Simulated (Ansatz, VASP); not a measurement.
**Sr2ZnIrO6 in two plane-wave programs**

Wanted: the spread between two codes on one cell, functional and k mesh. The cell is invented: As first built, before any earlier steps moved the atoms (in the runner's words): it takes the Ba2ZnReO6 structure with some of its atoms replaced by other elements, volume scaled by an estimate. It may not be a known or stable phase. The cell is taken from a series of VASP runs on this material, whose earlier steps may have relaxed, scaled or displaced it; both programs get it as it stands.

Method: plane waves, with VASP 6.6.1 beside it; relaxation of cell and atoms at PBEsol, in Ansatz 0.2.0.

### Step 1. Set-up

The structure is cubic, space group Fm-3m (No. 225). Conventional cell: a = 7.875 Å, b = 7.875 Å, c = 7.875 Å, α = 90.00°, β = 90.00°, γ = 90.00°. Nearest to Ir lie 6 O at 1.87 Å. Nearest to Sr lie 12 O at 2.79 Å. Nearest to Zn lie 6 O at 2.07 Å. Nearest to O lie 1 Ir at 1.87 Å and 1 Zn at 2.07 Å and 4 Sr at 2.79 Å. As first built, before any earlier steps moved the atoms (in the runner's words): sites of the Ba2ZnReO6 structure (space group 225) filled with other elements, volume scaled by an estimate. Farther neighbours and most contacts between anions are not listed.

Structure file:

```cif
data_structure
_symmetry_space_group_name_H-M 'Fm-3m'
_symmetry_Int_Tables_number 225
_cell_length_a 7.8747
_cell_length_b 7.8747
_cell_length_c 7.8747
_cell_angle_alpha 90.000
_cell_angle_beta 90.000
_cell_angle_gamma 90.000
_cell_volume 488.31
loop_
_atom_site_label
_atom_site_type_symbol
_atom_site_symmetry_multiplicity
_atom_site_Wyckoff_symbol
_atom_site_fract_x
_atom_site_fract_y
_atom_site_fract_z
_atom_site_occupancy
Ir1 Ir 4 b 0.50000 0.00000 0.00000 1
Sr1 Sr 8 c 0.25000 0.25000 0.75000 1
Zn1 Zn 4 a 0.00000 0.00000 0.00000 1
O1 O 24 e 0.50000 0.00000 0.76248 1
```

### Step 2. VASP: relaxation of cell and atoms, PBEsol

The relaxed volume is the usual yardstick between codes: its relative difference is about their pressure difference at one cell divided by the bulk modulus.

Lines of VASP's logs that name or quote its potential files are left out, and so is its time.

INCAR reads:

```
SYSTEM = Sr2ZnIrO6
PREC = Accurate
ENCUT = 560
EDIFF = 1E-06
NELM = 100
ISMEAR = -1
SIGMA = 0.05
LREAL = .FALSE.
ALGO = Normal
GGA = PS
LORBIT = 11
LWAVE = .FALSE.
LCHARG = .FALSE.
KPAR = 4
IBRION = 2
NSW = 60
ISIF = 3
EDIFFG = -0.01
```

POSCAR reads:

```
Sr2ZnIrO6
1.0
    0.0000000000      3.9373380000      3.9373380000
    3.9373380000      0.0000000000      3.9373380000
    3.9373380000      3.9373380000      0.0000000000
Ir Sr Zn O
1 2 1 6
Direct
    0.5000000000      0.5000000000      0.5000000000
    0.7500000000      0.7500000000      0.7500000000
    0.2500000000      0.2500000000      0.2500000000
    0.0000000000      0.0000000000      0.0000000000
    0.2624830000      0.2624830000      0.7375170000
    0.7375170000      0.2624830000      0.2624830000
    0.2624830000      0.7375170000      0.2624830000
    0.2624830000      0.7375170000      0.7375170000
    0.7375170000      0.2624830000      0.7375170000
    0.7375170000      0.7375170000      0.2624830000
```

KPOINTS reads:

```
Automatic mesh
0
Gamma
5 5 5
0 0 0
```

PAW data sets: Ir, Sr_sv, Zn and O (PBE family, release 64).

Run with:

```bash
$ mpirun -np 4 vasp_std
```

Numbers of over 12 decimals in the logs are rounded to 6 here.

What it wrote:

```text
[banner, memory and clock lines left out]
running    4 mpi-ranks, on    1 nodes
 distrk:  each k-point on    1 cores,    4 groups
 distr:  one band on    1 cores,    1 groups

 POSCAR found type information on POSCAR IrSrZnO
 POSCAR found :  4 types and      10 ions
|                                                                             |
|               ----> ADVICE to this user running VASP <----                  |
|                                                                             |
|     You enforced a specific xc type in the INCAR file but a different       |
|     [... a line on the potential file left out ...]
|     I HOPE YOU KNOW WHAT YOU ARE DOING!                                     |
|                                                                             |

 LDA part: xc-table for (Slater+PW92), standard interpolation
 POSCAR, INCAR and KPOINTS ok, starting setup
 FFT: planning ... GRIDC
 FFT: planning ... GRID_SOFT
 FFT: planning ... GRID
 WAVECAR not read
 entering main loop
       N       E                     dE             d eps       ncg     rms          rms(c)
DAV:   1     0.886654992821E+03    0.88665E+03   -0.39935E+04   920   0.194E+03
DAV:   2     0.594602907868E+02   -0.82719E+03   -0.79656E+03   934   0.505E+02
DAV:   3    -0.691674710658E+02   -0.12863E+03   -0.12576E+03  1128   0.189E+02
DAV:   4    -0.766390137860E+02   -0.74715E+01   -0.74182E+01  1216   0.444E+01
DAV:   5    -0.770117552625E+02   -0.37274E+00   -0.37184E+00  1576   0.841E+00    0.615E+01
DAV:   6    -0.651435277137E+02    0.11868E+02   -0.79352E+01  1388   0.676E+01    0.307E+01
DAV:   7    -0.643877934462E+02    0.75573E+00   -0.21382E+01  1432   0.355E+01    0.181E+01
DAV:   8    -0.639995646354E+02    0.38823E+00   -0.20322E+00  1378   0.189E+01    0.398E+00
DAV:   9    -0.639845364167E+02    0.15028E-01   -0.20710E-01  1258   0.905E+00    0.898E-01
DAV:  10    -0.639869848629E+02   -0.24484E-02   -0.42872E-02  1338   0.118E+00    0.399E-01
DAV:  11    -0.639876074278E+02   -0.62256E-03   -0.39220E-03  1210   0.778E-01    0.156E-01
DAV:  12    -0.639876918906E+02   -0.84463E-04   -0.91280E-04  1364   0.643E-01    0.625E-02
DAV:  13    -0.639876959229E+02   -0.40324E-05   -0.20421E-04  1440   0.200E-01    0.219E-02
DAV:  14    -0.639876998500E+02   -0.39271E-05   -0.50758E-05  1472   0.745E-02    0.170E-02
DAV:  15    -0.639876987154E+02    0.11346E-05   -0.13037E-05  1254   0.402E-02    0.535E-03
DAV:  16    -0.639876984892E+02    0.22623E-06   -0.18109E-06   736   0.976E-03
   1 F= -.63987698E+02 E0= -.63955468E+02  d E =-.639877E+02
[...]
2 F= -.63698946E+02 E0= -.63669086E+02  d E =0.288753E+00
[...]
3 F= -.64292514E+02 E0= -.64261096E+02  d E =-.304816E+00
[...]
4 F= -.64292719E+02 E0= -.64261282E+02  d E =-.305020E+00
[...]
5 F= -.64314859E+02 E0= -.64284340E+02  d E =-.221395E-01
 trial-energy change:   -0.022140  1 .order   -0.021846   -0.047365    0.003674
 step:   0.8150(harm=  0.8130)  dis= 0.01053  next Energy=   -64.314987 (dE=-0.223E-01)
 bond charge predicted
       N       E                     dE             d eps       ncg     rms          rms(c)
DAV:   1    -0.643160517883E+02   -0.11935E-02   -0.44567E-02  1176   0.169E+00    0.264E-01
DAV:   2    -0.643151305877E+02    0.92120E-03   -0.42388E-03  1212   0.726E-01    0.102E-01
DAV:   3    -0.643150301906E+02    0.10040E-03   -0.57044E-04  1268   0.172E-01    0.463E-02
DAV:   4    -0.643150139091E+02    0.16281E-04   -0.60764E-05  1418   0.131E-01    0.363E-02
DAV:   5    -0.643150100698E+02    0.38393E-05   -0.24453E-05  1562   0.321E-02    0.316E-02
DAV:   6    -0.643150096022E+02    0.46758E-06   -0.37603E-06   962   0.198E-02
   6 F= -.64315010E+02 E0= -.64284426E+02  d E =-.222906E-01
 curvature:  -0.42 expect dE=-0.225E-05 dE for cont linesearch -0.839E-06
 trial: gam= 0.00000 g(F)=  0.350E-06 g(S)=  0.498E-05 ort =-0.334E-03 (trialstep = 0.864E+00)
 search vector abs. value=  0.534E-05
 reached required accuracy - stopping structural energy minimisation
```

OUTCAR, selected parts (step 2):

```text
ion  position               nearest neighbor table
   1  0.500  0.500  0.500-   5 1.87   6 1.87   7 1.87   8 1.87   9 1.87  10 1.87   3 3.41   3 3.41
                             3 3.41   2 3.41   2 3.41   2 3.41   3 3.41   2 3.41
   2  0.750  0.750  0.750-   5 2.79   7 2.79   8 2.79   5 2.79   6 2.79   9 2.79   6 2.79   7 2.79
                            10 2.79   8 2.79   9 2.79  10 2.79   1 3.41   1 3.41   1 3.41   4 3.41
   3  0.250  0.250  0.250-   5 2.79   8 2.79   9 2.79   7 2.79   8 2.79  10 2.79   6 2.79   9 2.79
                            10 2.79   5 2.79   6 2.79   7 2.79   4 3.41   4 3.41   1 3.41   4 3.41
   4  0.000  0.000  0.000-   5 2.07   6 2.07   7 2.07   8 2.07   9 2.07  10 2.07   2 3.41   2 3.41
                             2 3.41   3 3.41   3 3.41   3 3.41   3 3.41   2 3.41
   5  0.262  0.262  0.738-   1 1.87   4 2.07   3 2.79   2 2.79   2 2.79   3 2.79
   6  0.738  0.262  0.262-   1 1.87   4 2.07   3 2.79   2 2.79   2 2.79   3 2.79
   7  0.262  0.738  0.262-   1 1.87   4 2.07   3 2.79   2 2.79   2 2.79   3 2.79
   8  0.262  0.738  0.738-   1 1.87   4 2.07   3 2.79   3 2.79   2 2.79   2 2.79
   9  0.738  0.262  0.738-   1 1.87   4 2.07   3 2.79   3 2.79   2 2.79   2 2.79
  10  0.738  0.738  0.262-   1 1.87   4 2.07   3 2.79   3 2.79   2 2.79   2 2.79

  LATTYP: Found a face centered cubic cell.
 ALAT       =     7.8746760000

 Subroutine GETGRP returns: Found 48 space group operations
 (whereof 48 operations were pure point group operations)

The static configuration has the point symmetry O_h .

 Found     10 irreducible k-points:

   k-points           NKPTS =     10   k-points in BZ     NKDIM =     10   number of bands    NBANDS=     46

   dimension x,y,z NGX =    48 NGY =   48 NGZ =   48
   dimension x,y,z NGXF=    96 NGYF=   96 NGZF=   96

   ENCUT  =  560.0 eV  41.16 Ry    6.42 a.u.  10.74 10.74 10.74*2*pi/ulx,y,z

   NELECT =      77.0000    total number of electrons

 k-points in reciprocal lattice and weights: Automatic mesh
   0.00000000  0.00000000  0.00000000       0.008
   0.20000000  0.00000000  0.00000000       0.064
   0.40000000  0.00000000  0.00000000       0.064
   0.20000000  0.20000000  0.00000000       0.048
   0.40000000  0.20000000  0.00000000       0.192
  -0.40000000  0.20000000  0.00000000       0.192
  -0.20000000  0.20000000  0.00000000       0.096
   0.40000000  0.40000000  0.00000000       0.048
  -0.40000000  0.40000000  0.00000000       0.096
  -0.40000000  0.40000000  0.20000000       0.192

 average (electrostatic) potential at core
       1 -56.5408       2 -35.5863       3 -35.5863       4 -33.4852       5 -71.0295
       6 -71.0295       7 -71.0295       8 -71.0295       9 -71.0295      10 -71.0295

 E-fermi :   3.7302

 k-point     1 :       0.0000    0.0000    0.0000
  band No.  band energies     occupation
    ...
     36       2.6914      2.00000
     37       2.6914      2.00000
     38       3.4705      1.98896
     39       3.4705      1.98896
     40       3.4705      1.98896
     41       8.0361      0.00000
     42       8.1489      0.00000
     43       8.1489      0.00000
     44       8.6526      0.00000
     45       8.6526      0.00000
    ...

 k-point     2 :       0.2000    0.0000    0.0000
  band No.  band energies     occupation
    ...
     36       2.4386      2.00000
     37       2.5776      2.00000
     38       3.4692      1.98923
     39       3.5835      1.89893
     40       3.5835      1.89893
     41       8.2216      0.00000
     42       8.2216      0.00000
     43       8.6284      0.00000
     44       8.6284      0.00000
     45       8.7001      0.00000
    ...

 k-point     3 :       0.4000    0.0000    0.0000
  band No.  band energies     occupation
    ...
     36       2.6447      2.00000
     37       2.6447      2.00000
     38       3.4051      1.99700
     39       3.6745      1.50532
     40       3.6745      1.50532
     41       7.6992      0.00000
     42       7.6992      0.00000
     43       9.6588      0.00000
     44       9.6588      0.00000
     45       9.8253      0.00000
    ...

  Total        0.0185589      0.0185589      0.0185589      0.0000000      0.0000000     -0.0000000
  in kB        0.2416202      0.2416202      0.2416202      0.0000000      0.0000000     -0.0000000
  external PRESSURE =       0.2416202 kB  Pullay stress =       0.0000000 kB

  energy-cutoff  :      560.00
  volume of cell :      123.06
      direct lattice vectors                 reciprocal lattice vectors
     0.000000000  3.947901012  3.947901012    -0.126649579  0.126649579  0.126649579
     3.947901012 -0.000000000  3.947901012     0.126649579 -0.126649579  0.126649579
     3.947901012  3.947901012 -0.000000000     0.126649579  0.126649579 -0.126649579

 POSITION                                       TOTAL-FORCE (eV/Angst)
 -----------------------------------------------------------------------------------
      3.94790      3.94790      3.94790        -0.000000     -0.000000     -0.000000
      5.92185      5.92185      5.92185        -0.000000     -0.000000     -0.000000
      1.97395      1.97395      1.97395        -0.000000     -0.000000      0.000000
      0.00000      0.00000      0.00000        -0.000000     -0.000000     -0.000000
      3.94790      3.94790      2.02179        -0.000000     -0.000000     -0.001100
      2.02179      3.94790      3.94790        -0.001100     -0.000000      0.000000
      3.94790      2.02179      3.94790        -0.000000     -0.001100      0.000000
      5.87402      3.94790      3.94790         0.001100     -0.000000     -0.000000
      3.94790      5.87402      3.94790        -0.000000      0.001100     -0.000000
      3.94790      3.94790      5.87402        -0.000000     -0.000000      0.001100
 -----------------------------------------------------------------------------------
    total drift:                                0.000000      0.000000      0.000000

  FREE ENERGIE OF THE ION-ELECTRON SYSTEM (eV)
  ---------------------------------------------------
  free  energy   TOTEN  =       -64.3150096022 eV

  energy  without entropy=      -64.2538422549  energy(sigma->0) =      -64.28442593

 reached required accuracy - stopping structural energy minimisation

 total charge
# of ion       s       p       d       tot
------------------------------------------
    1        0.719   1.101   6.710   8.531
    2        1.996   5.749   0.186   7.932
    3        1.996   5.749   0.186   7.932
    4        0.399   0.481   9.956  10.836
    5        1.558   3.420   0.000   4.978
    6        1.558   3.420   0.000   4.978
    7        1.558   3.420   0.000   4.978
    8        1.558   3.420   0.000   4.978
    9        1.558   3.420   0.000   4.978
   10        1.558   3.420   0.000   4.978
--------------------------------------------------
tot         14.458  33.599  17.039  65.095

[... 3 further parts left out ...]
```

This run has no spin polarisation, so a moment on Ir, if there is one, isn't seen. Its electron count is odd, so without a moment it is a metal by construction.

(Continued in part 2 of 2.)

[Lines on the potential files, build, host, timing and source positions are cut from VASP's logs without a mark.]

[Logs are printed without paths, hosts, clocks, repeated set-up lines and the standing remarks that a program may print on its own settings, such as how far it seeks lower states.]

[Hosts, paths, dates, database ids (printed as entryN), source tags and the programs' standing remarks are cut or masked in the printed files.]
